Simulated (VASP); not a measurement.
# Te3As2 (relaxed from the Bi2Te3 structure, space group R-3m): computed properties

Calculation: PBEsol GGA, VASP's PBE PAW potentials (set 64) (plane waves; VASP).

space group: R-3m (166)
cell: a = 4.040 Å, b = 4.040 Å, c = 28.795 Å, α = 90.00°, β = 90.00°, γ = 120.00°
volume per atom: 27.13 Å³/atom
band gap (over mesh and band path): 0.22 eV
smallest direct gap (over mesh and band path): 0.30 eV
band-edge character: indirect, Γ to Γ-S0 at 0.36
density: 6.52 g/cm³

```
As2Te3
1.0
    2.01999     1.16624     9.59837
   -2.01999     1.16624     9.59837
    0.00000    -2.33248     9.59837
As Te
2 3
Direct
  0.39633   0.39633   0.39633
  0.60367   0.60367   0.60367
  0.00000   0.00000   0.00000
  0.21471   0.21471   0.21471
  0.78529   0.78529   0.78529
```

Unless said otherwise, spin-orbit coupling is left out, though it shifts the bands of the heavy elements here.

The structure was generated: Te3As2 was put into the Bi2Te3 type (R-3m), which need not be its known phase. It was relaxed first, which changed the volume by +14 %. Symmetry was kept, so distortions that lower it aren't found.
